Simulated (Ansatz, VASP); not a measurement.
# Mg (Magnesium) in two plane-wave programs

Aim: how closely do two programs agree when they are given the same cell, functional and k mesh? The cell is taken from a series of VASP runs on this material, whose earlier steps may have relaxed, scaled or displaced it; both programs get it as it stands.

Method: plane waves, with VASP 6.6.1 beside it; relaxation of cell and atoms at PBEsol with D3(BJ), in Ansatz 0.2.0.

## 1. The starting structure

The structure is hexagonal, space group P6_3/mmc (No. 194). The conventional cell has a = 3.106 Å, b = 3.106 Å, c = 5.124 Å, α = 90.00°, β = 90.00°, γ = 120.00°. Mg has 12 Mg at 3.11 to 3.13 Å nearest.

Structure file:

```
Mg
1.0
     3.10600    0.00000    0.00000
    -1.55300    2.68987    0.00000
     0.00000    0.00000    5.12351
Mg
2
Cartesian
  1.5530 0.8966 3.8426
  0.0000 1.7932 1.2809
```

## 2. VASP: relaxation of cell and atoms, PBEsol with D3(BJ)

The relaxed volume is the usual yardstick between codes: its relative difference is about their pressure difference at one cell divided by the bulk modulus.

Lines of VASP's logs that name or quote its potential files are left out, and so is its time.

INCAR reads:

```
SYSTEM = Mg
PREC = Accurate
ENCUT = 450
EDIFF = 1E-06
NELM = 100
ISMEAR = 1
SIGMA = 0.1
LREAL = .FALSE.
ALGO = Normal
GGA = PS
IVDW = 12
LORBIT = 11
LWAVE = .FALSE.
LCHARG = .FALSE.
KPAR = 2
IBRION = 2
NSW = 50
ISIF = 3
EDIFFG = -0.01
```

POSCAR reads:

```
Mg
1.0
    3.1059965602      0.0000000000      0.0000000000
   -1.5529982801      2.6898719252      0.0000000000
    0.0000000000      0.0000000000      5.1235143111
Mg
2
Direct
    0.6666666667      0.3333333333      0.7500000000
    0.3333333333      0.6666666667      0.2500000000
```

KPOINTS reads:

```
Automatic mesh
0
Gamma
10 10 6
0 0 0
```

PAW data sets: Mg (PBE family, release 64).

Launch:

```bash
$ mpirun -np 2 vasp_std
```

Numbers of over 12 decimals in the logs are rounded to 6 here.

Output:

```text
[banner, memory and clock lines left out]
running    2 mpi-ranks, on    1 nodes
 distrk:  each k-point on    1 cores,    2 groups
 distr:  one band on    1 cores,    1 groups

 POSCAR found type information on POSCAR Mg
 POSCAR found :  1 types and       2 ions
|                                                                             |
|               ----> ADVICE to this user running VASP <----                  |
|                                                                             |
|     You enforced a specific xc type in the INCAR file but a different       |
|     [... a line on the potential file left out ...]
|     I HOPE YOU KNOW WHAT YOU ARE DOING!                                     |
|                                                                             |

 LDA part: xc-table for (Slater+PW92), standard interpolation
 POSCAR, INCAR and KPOINTS ok, starting setup
 FFT: planning ... GRIDC
 FFT: planning ... GRID_SOFT
 FFT: planning ... GRID
 WAVECAR not read
 entering main loop
       N       E                     dE             d eps       ncg     rms          rms(c)
DAV:   1    -0.398666624969E+00   -0.39867E+00   -0.12539E+03   672   0.425E+02
DAV:   2    -0.342608951295E+01   -0.30274E+01   -0.28937E+01   846   0.283E+01
DAV:   3    -0.344690389107E+01   -0.20814E-01   -0.20469E-01   972   0.318E+00
DAV:   4    -0.344695577290E+01   -0.51882E-04   -0.51871E-04   930   0.136E-01
DAV:   5    -0.344695595204E+01   -0.17914E-06   -0.17910E-06   960   0.585E-03    0.936E-01
DAV:   6    -0.343625900287E+01    0.10697E-01   -0.47362E-04   846   0.200E-01    0.595E-01
DAV:   7    -0.342693793513E+01    0.93211E-02   -0.19240E-03   780   0.360E-01    0.297E-02
DAV:   8    -0.342693939733E+01   -0.14622E-05   -0.13913E-05  1038   0.319E-02    0.595E-03
DAV:   9    -0.342693920789E+01    0.18944E-06   -0.83555E-07   702   0.604E-03
   1 F= -.39894641E+01 E0= -.39891094E+01  d E =-.398946E+01
 curvature:   0.00 expect dE= 0.000E+00 dE for cont linesearch  0.000E+00
 trial: gam= 0.00000 g(F)=  0.305E-50 g(S)=  0.585E-05 ort = 0.000E+00 (trialstep = 0.100E+01)
 search vector abs. value=  0.585E-05
 reached required accuracy - stopping structural energy minimisation
```

From OUTCAR (step 2):

```text
ion  position               nearest neighbor table
   1  0.667  0.333  0.750-   2 3.13   2 3.13   2 3.13   2 3.13   2 3.13   2 3.13
   2  0.333  0.667  0.250-   1 3.13   1 3.13   1 3.13   1 3.13   1 3.13   1 3.13

  LATTYP: Found a hexagonal cell.
 ALAT       =     3.1059965602
 C/A-ratio  =     1.6495556939

 Subroutine GETGRP returns: Found 24 space group operations
 (whereof 12 operations were pure point group operations)

The static configuration has the point symmetry D_3d.
 The point group associated with its full space group is D_6h.

 Found     56 irreducible k-points:

   k-points           NKPTS =     56   k-points in BZ     NKDIM =     56   number of bands    NBANDS=      6

   dimension x,y,z NGX =    24 NGY =   24 NGZ =   36
   dimension x,y,z NGXF=    48 NGYF=   48 NGZF=   72

   ENCUT  =  450.0 eV  33.07 Ry    5.75 a.u.   5.37  5.37  8.86*2*pi/ulx,y,z

   NELECT =       4.0000    total number of electrons

 k-points in reciprocal lattice and weights: Automatic mesh
   0.00000000  0.00000000  0.00000000       0.002
   0.10000000  0.00000000  0.00000000       0.010
   0.20000000  0.00000000  0.00000000       0.010
   0.30000000  0.00000000  0.00000000       0.010
   0.40000000 -0.00000000  0.00000000       0.010
   0.50000000  0.00000000  0.00000000       0.005
   0.10000000  0.10000000  0.00000000       0.010
   0.20000000  0.10000000  0.00000000       0.020
   0.30000000  0.10000000  0.00000000       0.020
[...]
0.40000000  0.20000000  0.50000000       0.010
   0.30000000  0.30000000  0.50000000       0.010

 average (electrostatic) potential at core
       1 -38.4387       2 -38.4387

 E-fermi :   3.0933

 k-point     1 :       0.0000    0.0000    0.0000
  band No.  band energies     occupation
      1      -4.2709      2.00000
      2       1.0773      2.00000
      3       1.5814      2.00000
      4      14.4777      0.00000
      5      14.4777      0.00000
      6      14.7774      0.00000

 k-point     2 :       0.1000    0.0000    0.0000
  band No.  band energies     occupation
      1      -4.0625      2.00000
      2       1.2665      2.00000
      3       1.7828      2.00000
      4      11.6144      0.00000
      5      13.0961      0.00000
      6      13.8253      0.00000

 k-point     3 :       0.2000    0.0000    0.0000
  band No.  band energies     occupation
      1      -3.4401      2.00000
      2       1.8348      2.00000
      3       2.3732      2.00000
      4       8.5025      0.00000
      5      11.9047      0.00000
      6      12.1781      0.00000

 Edisp (eV)   -0.56252

  Total       0.00919     0.00919     0.00858     0.00000     0.00000     0.00000
  in kB       0.34397     0.34397     0.32108     0.00000     0.00000     0.00000
  external pressure =        0.34 kB  Pullay stress =        0.00 kB

  energy-cutoff  :      450.00
  volume of cell :       42.81
      direct lattice vectors                 reciprocal lattice vectors
     3.105996560  0.000000000  0.000000000     0.321957858  0.185882456  0.000000000
    -1.552998280  2.689871925  0.000000000     0.000000000  0.371764912  0.000000000
     0.000000000  0.000000000  5.123514311     0.000000000  0.000000000  0.195178532

 POSITION                                       TOTAL-FORCE (eV/Angst)
 -----------------------------------------------------------------------------------
      1.55300      0.89662      3.84264        -0.000000      0.000000      0.000000
     -0.00000      1.79325      1.28088         0.000000     -0.000000      0.000000
 -----------------------------------------------------------------------------------
    total drift:                                0.000000     -0.000000      0.000000

  FREE ENERGIE OF THE ION-ELECTRON SYSTEM (eV)
  ---------------------------------------------------
  free  energy   TOTEN  =        -3.9894640788 eV

  energy  without entropy=       -3.9884001632  energy(sigma->0) =       -3.98910944

 reached required accuracy - stopping structural energy minimisation

 total charge
# of ion       s       p       d       tot
------------------------------------------
    1        0.215   0.137   0.013   0.365
    2        0.215   0.137   0.013   0.365
--------------------------------------------------
tot          0.429   0.274   0.027   0.730

[... 3 further parts left out ...]
```

CONTCAR:

```
Mg
   1.00000000000000
     3.1059965601999999    0.0000000000000000    0.0000000000000000
    -1.5529982801000000    2.6898719251999998    0.0000000000000000
     0.0000000000000000    0.0000000000000000    5.1235143111000001
  Mg
     2
Direct
     0.6666666667000030    0.3333333332999970    0.7500000000000000
     0.3333333332999970    0.6666666667000030    0.2500000000000000
```

## 3. Ansatz: relaxation of cell and atoms, PBEsol with D3(BJ)

Ansatz runs on its default PAW (the set named soft_2) files.

The same cell, functional, mesh and smearing now go to Ansatz, which takes its cutoff from its data sets.

input.yaml reads:

```yaml
crystal:
  lattice:
    - [3.1059965602, 0.0, 0.0]
    - [-1.5529982801, 2.6898719252, 0.0]
    - [0.0, 0.0, 5.1235143111]
  atoms:
    - { symbol: Mg, position: [0.6666666667, 0.3333333333, 0.75] }
    - { symbol: Mg, position: [0.3333333333, 0.6666666667, 0.25] }
hamiltonian:
  xc: pbesol
  pseudopotentials: { kind: paw }
  dispersion: d3bj
kpoints:
  mp_grid: { grid: [10, 10, 6] }
scf:
  occupations: { method: methfessel_paxton, width: 0.1 }
relax:
  f_tol: 0.01
  max_steps: 60
  cell: { stress_tol: 0.05 }
output:
  forces: true
  stress: true
```

Launch:

```bash
$ ansatz run input.yaml --threads 4 --pin off --max-ram 9216MiB --backend cpu --events-out ev --progress --plain --runs-dir out
```

Output:

```text
Engine: ansatz 0.2.0, aarch64-unknown-linux-gnu
Pseudopotentials: kind: paw
Pseudopotential: Mg, paw, valence charge 10, recommended cutoff 420 eV (normal), Mg.paw.azcp
Functional definition: PBEsol
  exchange = pbesol_x
  correlation = pbesol_c
Crystal: 2 atoms, lattice volume = 42.806 Å³
Basis set: ecut = 420 eV, 833 PW (Γ), exchange–correlation on 48×48×72 points (8 copies of the dense FFT grid, shifted against one another)
Bands: 14, of which v1, the nominal top of the filled ones, is band 10 counted from 1 (9 counted from 0)
Symmetry: 24 space group operations
Space group: P63/mmc (ITA 194), of the structure as read, at distance tolerance 3.5e-5 Å
k-points: 56 of 600
Non-local potential: Mg, projectors of the file, l = 0: 3, l = 1: 2, l = 2: 1
PAW form: soft (Blöchl's): semilocal exchange-correlation on the pseudo side does not see the compensation charge
PAW frozen core: Mg, regenerated for the run's functional, and the local potential with it (the file was generated under x = pbe(κ = 0.804, μ = 0.219515), c = pbe(β = 0.066725))
PAW one-centre angular grid: Mg, 110 points (default); XC on 64 Gauss nodes
Initial density: superposition of atomic densities (neutral atoms: chi_scale 0, normalization atom), corrected by the library's trained network
Initial wavefunctions: pseudopotential atomic-orbital guess
Functional: x = pbesol(κ = 0.804, μ = 0.123457), c = pbesol(β = 0.046)
SCF iter   1: F=—  HF=-3824.645576 eV  |F-HF|=—  |Δ(HF+E_count)|=         —  Δρ=2.24e-3  dr2=1.03e-3  ethr=1.77e-3  ⟨swp⟩=5.0  Hψ=3935  notcnv=0
preconditioner: auto → none  [metal: Δε(μ)=0.009 eV  Ē_g=7.223 eV  σ=0.100 eV  W_gap=0.07  n_scr=8 (ndim 8)  ℏωp=11.4 eV  f_vac=0.000  D(μ)=1.48/eV (n_scr^D=10)  sad-step TF]
SCF iter   2: F=—  HF=-3824.644277 eV  |F-HF|=—  |Δ(HF+E_count)|=   1.30e-3  S|Δr|=    0.00e0  Δρ=9.80e-4  dr2=2.81e-4  ethr=5.16e-6  ⟨swp⟩=2.2  Hψ=1767  notcnv=0
SCF iter   3: F=—  HF=-3824.644172 eV  |F-HF|=—  |Δ(HF+E_count)|=   1.05e-4  S|Δr|=    0.00e0  Δρ=1.55e-4  dr2=9.84e-6  ethr=1.40e-6  ⟨swp⟩=2.0  Hψ=1324  notcnv=0
SCF iter   4: F=—  HF=-3824.644166 eV  |F-HF|=—  |Δ(HF+E_count)|=   5.65e-6  S|Δr|=    0.00e0  Δρ=2.67e-5  dr2=1.71e-7  ethr=4.92e-8  ⟨swp⟩=2.7  Hψ=1340  notcnv=0
SCF iter   5: F=-3824.644166 eV  HF=-3824.644166 eV  |F-HF|=1.12e-9  |Δ(HF+E_count)|=   7.31e-8  S|Δr|=    0.00e0  Δρ=4.36e-6  dr2=5.30e-9  ethr=5.00e-10  ⟨swp⟩=4.0  Hψ=2268  notcnv=0
SCF 1 converged in 5 iterations: F = -3824.644166 eV  dr2 = 5.30e-9
  greatest PAW one-centre occupation: 1.000 electrons in one spin orbital (limit 2), on the Mg atom at site 1 (counted from 0), in its partial waves of l = 0
relax step   1: F+E_penalty+E_count = -3824.64416604 eV  Δ(F+E_penalty+E_count) = +0.000e0 eV  max|allowed force component| = 1.388e-17 eV/Å  Δτ_max = 0.0000 Å  P = +0.055 GPa  Ω = 42.806 Å³  (5 SCF iters, dr2 threshold 1.00e-7 eV, accepted)
[...]
relax step   2: F+E_penalty+E_count = -3824.64417513 eV  Δ(F+E_penalty+E_count) = -9.083e-6 eV  max|allowed force component| = 6.939e-18 eV/Å  Δτ_max = 0.0000 Å  P = +0.005 GPa  Ω = 42.858 Å³  energy of the carried Pulay correction = -8.122e-7 eV  (3 SCF iters, dr2 threshold 8.64e-9 eV, accepted)
[...]
relax step   3: F+E_penalty+E_count = -3824.64417609 eV  Δ(F+E_penalty+E_count) = -9.623e-7 eV  max|allowed force component| = 9.252e-18 eV/Å  Δτ_max = 0.0000 Å  P = +0.005 GPa  Ω = 42.858 Å³  stress off target by 5.59e-3 GPa  SCF on the basis re-selected at this cell (its energy is not comparable with the rows above)  (3 SCF iters)
basis re-selected at this cell: Δ(F+E_penalty+E_count) = -9.623e-7 eV, ΔP = -0.000 GPa vs the last step (what re-selecting the basis moved, of the pressure what is left beyond the Pulay correction that the steps carried, after the strain that the cell walked since its last selection, with what the two solves' SCF thresholds leave and, on support functions, any second-order correction that the steps lacked; it is no m [...]
SCF converged after 3 iterations
Stability not checked: this state was not tested for a lower state beside it, because cold or Methfessel-Paxton smearing, or corrected tetrahedra, fill the levels in a way that the test cannot read (fill_not_monotonic; see scf.lower_state_search)
Free energy (F): -3824.644176 eV
Harris-Foulkes:  -3824.644176 eV  (|F-HF|=5.46e-12)
Internal energy: -3824.643042 eV  (E = F + TS)
E sigma→0 (E₀):  -3824.643893 eV
Entropy (-TS):   -0.001134 eV (-0.567 meV/atom)
Fermi energy:    6.315775 eV
--- Per-component energies (eV) ---
  E_band       = -699.665312
  E_kinetic    = 150.660902
  E_local      = -3186.298003  (includes V_loc(G=0)·N_el)
  E_nonlocal   = 192.785341
  E_hartree    = 1135.003142
  E_xc         = -56.802025
  E_vxc        = -73.660040  (∫ρ·V_xc dr)
  E_paw        = -562.264717  (= ΣΔE_a)
  E_vpaw       = -53.159752  (= ΣTr[D̂ρ^β])
  E_aug_tail   = -0.000004  (compensation charges beyond the density's cutoff)
  E_ewald      = -1497.283432
  E_disp       = -0.561971  (pairwise vdW)
  E_core_change = 0.117725  (= ΣΔE_core)
  E_smearing   = -0.001134  (= −TS)
  E_closure    = -0.000000  (closes the sum)
  Σ components = -3824.644176   (vs F -3824.644176, Δ=0.00e0)
--- Forces (eV/Å), atoms counted from 1 ---
  atom   1  Mg     0.00000000     0.00000000    -0.00000000
  atom   2  Mg     0.00000000    -0.00000000     0.00000000
  max |Σ_I F_I| component: 3.70e-17 eV/Å
--- Stress (GPa, compression-positive) ---
        0.005590       0.000000       0.000000
       -0.000000       0.005590       0.000000
        0.000000       0.000000       0.004370
  P = ⅓ Tr σ = 0.0052 GPa (0.052 kbar)
--- Relaxed structure (2 steps of the walk, 2 accepted, 1 SCFs on fresh bases) ---
  F+E_penalty+E_count = -3824.64417609 eV   max|allowed force component| = 9.252e-18 eV/Å   (the final SCF, on the basis selected at the relaxed cell)
  cell:  # Å, volume = 42.8576 Å³
    - [3.107365, 0.0, 0.0]
    - [-1.553682, 2.691057, 0.0]
    - [0.0, 0.0, 5.125225]
  atoms:
    - { symbol: Mg, position: [0.666667, 0.333333, 0.750000] }
    - { symbol: Mg, position: [0.333333, 0.666667, 0.250000] }
```

Run time: 1.4 s. Hardware: 4 threads of Arm Neoverse V2, shared host; peak memory 0.3 GiB; 4 s of CPU time.

## 4. Side by side

Known differences besides the potentials themselves: both relaxations stop at a tolerance, which leaves soft axes loose, and VASP keeps its plane-wave basis; the data sets hold 20 valence electrons in Ansatz (default PAW (the set named soft_2) files) and 4 in VASP; the cutoff is 420 eV in Ansatz and 450 eV in VASP; Ansatz makes its cores anew for this functional, VASP keeps those of its PBE data sets; VASP leaves aspherical gradient terms in its spheres out (LASPH is not set), Ansatz keeps them; Ansatz adds a Pulay correction to the stress that steers its cell, VASP none. Total energies have different zeros and are not compared.

Compared:

```
                                         quantity  Ansatz   VASP  difference
                                      volume (Å³)   42.86  42.81     +0.12 %
edge a after relaxation, in the typed setting (Å)   3.107  3.106     +0.05 %
edge c after relaxation, in the typed setting (Å)   5.125  5.123     +0.03 %
```

The walks stopped with 0.01 GPa left in Ansatz and 0.03 GPa in VASP; each walk ends within a tolerance, so the volume difference is uncertain by about these residues over the bulk modulus, most in soft cells.

## 5. What came out

```yaml
difference_in_volume_relaxation_of_cell_and_atoms_pbesol_with_d3_bj: 0.12 %
```

What this shows: The difference in volume is 0.12 % (relaxation of cell and atoms, PBEsol with D3(BJ)), within the 1.2 % picked in this series as the mark of a large difference, as far as the stopping tolerances let one tell. How closely two codes agree says nothing of how well the functional describes the real material.

[Lines on the potential files, build, host, timing and source positions are cut from VASP's logs without a mark.]

[Logs are printed without paths, hosts, clocks, repeated set-up lines and the standing remarks that a program may print on its own settings, such as how far it seeks lower states.]

[Hosts, paths, dates, database ids (printed as entryN), source tags and the programs' standing remarks are cut or masked in the printed files.]
